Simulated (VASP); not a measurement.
Output of a VASP run:

**OSZICAR**
```
       N       E                     dE             d eps       ncg     rms          rms(c)
DAV:   1    -0.388203854411E+03   -0.38820E+03   -0.12952E+01   322   0.810E+00    0.204E+01
DAV:   2    -0.388306440523E+03   -0.10259E+00   -0.32935E-01   404   0.123E+00    0.146E+01
DAV:   3    -0.388293487643E+03    0.12953E-01   -0.11355E-02   355   0.197E-01    0.871E+00
DAV:   4    -0.388287397744E+03    0.60899E-02   -0.21899E-03   339   0.965E-02    0.505E+00
DAV:   5    -0.388285296365E+03    0.21014E-02   -0.66551E-04   347   0.530E-02    0.287E+00
DAV:   6    -0.388284564044E+03    0.73232E-03   -0.20329E-04   379   0.298E-02    0.162E+00
DAV:   7    -0.388284329468E+03    0.23458E-03   -0.69773E-05   338   0.173E-02    0.929E-01
DAV:   8    -0.388284250573E+03    0.78895E-04   -0.26882E-05   203   0.110E-02    0.533E-01
DAV:   9    -0.388284229687E+03    0.20886E-04   -0.12272E-05   195   0.769E-03    0.303E-01
DAV:  10    -0.388284225659E+03    0.40274E-05   -0.44158E-06   179   0.466E-03
   1 F= -.38828423E+03 E0= -.38828423E+03  d E =-.222264E-12
```

File OUTCAR:
```
------------------------ aborting loop because EDIFF is reached ----------------------------------------
  volume of cell :     1308.29
      direct lattice vectors                 reciprocal lattice vectors
    10.937074700  0.000000000  0.000000000     0.091432127  0.000000000  0.000000000
     0.000000000 10.937074700  0.000000000     0.000000000  0.091432127  0.000000000
     0.000000000  0.000000000 10.937074700     0.000000000  0.000000000  0.091432127
 POSITION                                       TOTAL-FORCE (eV/Angst)
 -----------------------------------------------------------------------------------
      5.46862      0.00182      0.00301        -0.002492      0.004467      0.000106
      6.82771      1.36146      1.36393         0.025227     -0.002300      0.002900
      8.20097      2.73477      0.00277         0.002441      0.001927     -0.010929
      9.57599      4.10828      1.36242        -0.001273     -0.020522      0.005691
      8.20091      0.00011      2.73780         0.005961     -0.002789     -0.003164
      9.57774      1.36113      4.10825         0.001001     -0.002295     -0.017554
     10.93693     10.93670     10.93681         0.000887      0.007314      0.001800
      1.36870      1.36865      1.36841         0.006097      0.002095      0.006713
      2.73779      2.73701      0.00137        -0.006160     -0.002689      0.006994
      4.10432      4.10341      1.37633        -0.002658     -0.007589     -0.004257
      5.46802      5.46761      0.00180         0.002125      0.005610     -0.002452
      6.83450      6.83453      1.37247         0.004526      0.000492      0.004310
      8.20086      8.20065     10.93601         0.002408      0.007849      0.010175
      9.56835      9.56874      1.36843        -0.001235     -0.009170      0.007611
      2.73815      0.00232      2.73806        -0.010636      0.008304     -0.006929
      4.10491      1.37733      4.10386        -0.004768     -0.008224      0.005243
      5.48728      2.73146      2.73125         0.008827     -0.012533     -0.013732
      6.86711      4.07715      4.07733         0.014516     -0.028125     -0.021783
      8.21151      5.45568      2.72788        -0.006347     -0.014661     -0.001762
      9.56397      6.83624      4.10431         0.002506     -0.004540      0.000258
      5.46836      0.00070      5.46825         0.002373     -0.001243      0.003507
      6.83357      1.37387      6.83393         0.001808      0.001856      0.003318
      8.21181      2.72672      5.45444         0.001382      0.002126     -0.013589
      9.56609      4.10213      6.83505        -0.003177     -0.002429      0.004893
      8.19998     10.93683      8.20013         0.002891      0.017450      0.006669
      9.56877      1.36848      9.56813        -0.005307      0.001112      0.000270
     10.93571      5.46839      0.00428        -0.000566      0.002528     -0.001276
      1.36045      6.82779      1.36224        -0.002002      0.027683      0.001166
      2.73546      8.20160      0.00277        -0.001772      0.007109     -0.009144
      4.10844      9.57873      1.36148        -0.023023     -0.004934      0.004019
      0.00125      2.73752      2.73709         0.004788     -0.005174     -0.002767
      1.37560      4.10436      4.10316        -0.006594     -0.003023      0.002291
      2.72878      5.48526      2.72787        -0.004514      0.013006      0.000112
      4.07249      6.86938      4.07214        -0.024282      0.013433     -0.019990
      5.45551      8.21265      2.72572        -0.021237     -0.004338      0.005847
      6.83555      9.56326      4.10516        -0.002081     -0.000328     -0.002689
     10.93476     10.93605      5.46913         0.002058      0.006207     -0.003272
      1.35966      1.35885      6.82818         0.000427     -0.004431      0.024164
      2.72605      2.72716      5.48576        -0.007354     -0.007724      0.011748
      4.06311      4.07051      6.87659        -0.002076     -0.011258     -0.006829
      6.86606      6.86389      6.87466         0.019508      0.023752      0.001725
      8.20791      8.20709      5.48729         0.010969      0.011724      0.003813
      9.57441      9.57625      6.82787         0.000865     -0.003822      0.030403
      2.73698      0.00088      8.20080        -0.003661     -0.006498      0.005372
      4.10866      1.36005      9.57828        -0.018023      0.002238      0.005595
      5.45364      2.72600      8.21309        -0.014008      0.001018      0.000729
      6.83499      4.10158      9.56710         0.000454     -0.002367     -0.003101
      8.21383      5.48086      8.21514        -0.001946      0.019976     -0.003123
      9.57913      6.82903      9.57833        -0.003742      0.018273      0.002891
      0.00099      8.20137      2.73725        -0.006669      0.010743     -0.002288
      1.36036      9.57957      4.10857        -0.001289     -0.002101     -0.020947
      0.00026      5.46844      5.46812        -0.000494      0.005264      0.001672
      1.37149      6.83594      6.83348         0.003868     -0.001688      0.009384
      2.72545      8.21287      5.45377         0.003889     -0.001066     -0.015000
      4.10314      9.56473      6.83474         0.000068     -0.002079      0.003119
      0.00217      2.73585      8.20123        -0.012309      0.001696      0.006823
      1.35765      4.10824      9.58182         0.006429     -0.014589     -0.000819
      2.72063      5.45790      8.21711         0.004899     -0.024932     -0.004206
      4.10227      6.83625      9.56750        -0.000839     -0.005452     -0.003088
      5.48332      8.21255      8.21427         0.013113      0.004462     -0.000201
      6.82884      9.57982      9.57893         0.019857     -0.002793      0.003886
     10.93573      8.20160      8.20008         0.011356      0.005697      0.004754
...
```
(Selected blocks of OUTCAR.)

File POSCAR:
```
AlSi63
1
   10.9370747000     0.0000000000     0.0000000000
    0.0000000000    10.9370747000     0.0000000000
    0.0000000000     0.0000000000    10.9370747000
Si Al
63 1
Direct
  0.5000079205   0.0001663481   0.0002753513
  0.6242720041   0.1244813393   0.1247072375
  0.7498317028   0.2500461652   0.0002529001
  0.8755529920   0.3756288313   0.1245687557
  0.7498263912   0.0000096291   0.2503228989
  0.8757129954   0.1244512447   0.3756261188
  0.9999870378   0.9999658720   0.9999755154
  0.1251429735   0.1251382180   0.1251163797
  0.2503216502   0.2502508750   0.0001254738
  0.3752670967   0.3751830681   0.1258410106
  0.4999524048   0.4999151780   0.0001643030
  0.6248924780   0.6248952144   0.1254875249
  0.7498225142   0.7498030320   0.9999030855
  0.8748542915   0.8748900365   0.1251182655
  0.2503549091   0.0002119758   0.2503464353
  0.3753204047   0.1259320919   0.3752242798
  0.5017137000   0.2497429015   0.2497238262
  0.6278743823   0.3727826156   0.3727991527
  0.7507960143   0.4988245936   0.2494162654
  0.8744543252   0.6250521462   0.3752661919
  0.4999836189   0.0000640914   0.4999736104
  0.6248074481   0.1256163066   0.6248409601
  0.7508236254   0.2493097535   0.4987114314
  0.8746482364   0.3750667122   0.6249429197
  0.7497413883   0.9999772914   0.7497556425
  0.8748930449   0.1251233244   0.8748345607
  0.9998748150   0.4999868936   0.0003915931
  0.1243884961   0.6242789814   0.1245529561
  0.2501088132   0.7498898962   0.0002529456
  0.3756433576   0.8758039256   0.1244832795
  0.0001140053   0.2502973916   0.2502582574
  0.1257743593   0.3752700487   0.3751607332
  0.2494977298   0.5015292750   0.2494148563
  0.3723567988   0.6280821199   0.3723244788
  0.4988084495   0.7508996698   0.2492179587
  0.6249892977   0.8743889229   0.3753431135
  0.9997883402   0.9999062050   0.5000541049
  0.1243166585   0.1242426024   0.6243145887
  0.2492483491   0.2493501797   0.5015747840
  0.3714985477   0.3721754555   0.6287411932
  0.6277789012   0.6275804300   0.6285644994
  0.7504667069   0.7503916251   0.5017143876
  0.8754082194   0.8755773604   0.6242866840
  0.2502479427   0.0000804401   0.7498163272
  0.3756635805   0.1243518164   0.8757628130
  0.4986375304   0.2492436541   0.7509404743
  0.6249377759   0.3750163615   0.8747401154
  0.7510080045   0.5011269453   0.7511277858
  0.8758401223   0.6243923676   0.8757674843
  0.0000909391   0.7498688054   0.2502723477
  0.1243808752   0.8758805657   0.3756556295
  0.0000235618   0.4999906981   0.4999615936
  0.1253984251   0.6250241975   0.6247993772
  0.2491937631   0.7509203026   0.4986502280
  0.3751591028   0.8745232805   0.6249147136
  0.0001985060   0.2501443592   0.7498556059
  0.1241329789   0.3756247078   0.8760859818
  0.2487530526   0.4990278161   0.7513081661
  0.3750795639   0.6250525696   0.8747771566
  0.5013519178   0.7508909193   0.7510478320
  0.6243749131   0.8759036110   0.8758222479
  0.9998771042   0.7498897619   0.7497503573
  0.1251267234   0.8749301819   0.8748446901
  0.4994462209   0.5000007999   0.5008345615
```

Problem. Write an INCAR and KPOINTS that could have produced this output.

Solution. Several could match; the one computed here: the input of the run itself, HSE06 screened hybrid, plane waves, VASP's PBE PAW potentials (set 64).

### KPOINTS
```
Regular mesh
0
gamma
  1 1 1
0 0 0
```

INCAR:
```
! general
SYSTEM    =  AlSi63
PREC      =  Normal
ENCUT     =  400   ! plane-wave cut-off (eV)
LREAL     =  Auto
LASPH     =  T
ISYM      =  0
NELECT    =  256.0

! electronic loop
EDIFF     =  1E-5   ! SCF stop (eV)
NELM      =  50
NELMIN    =  4
ALGO      =  Normal   ! blocked Davidson

! smearing
ISMEAR    =  0   ! Gaussian
SIGMA     =  0.05   ! width (eV)

! functional
GGA       =  PE
LHFCALC   =  T
AEXX      =  0.25
HFSCREEN  =  0.2
PRECFOCK  =  Fast

! ions
ISIF      =  0

! output
LWAVE     =  F
LCHARG    =  F
```

POTCAR, in this order: Si Al (PBE.64 set). Program: vasp_gam. Read from the step before: WAVECAR.

The cell is charged, with a uniform compensating background. The supercell is sampled at Γ alone, which is coarse: total energies, pressure and levels can be off, energies of defects by several tenths of an eV.

The cell is a supercell with a defect, built from Si (diamond): Al_Si, charge -1. The cell's shape comes from a PBE relaxation. The run is not spin-polarised, so no state with unpaired spins was tried.
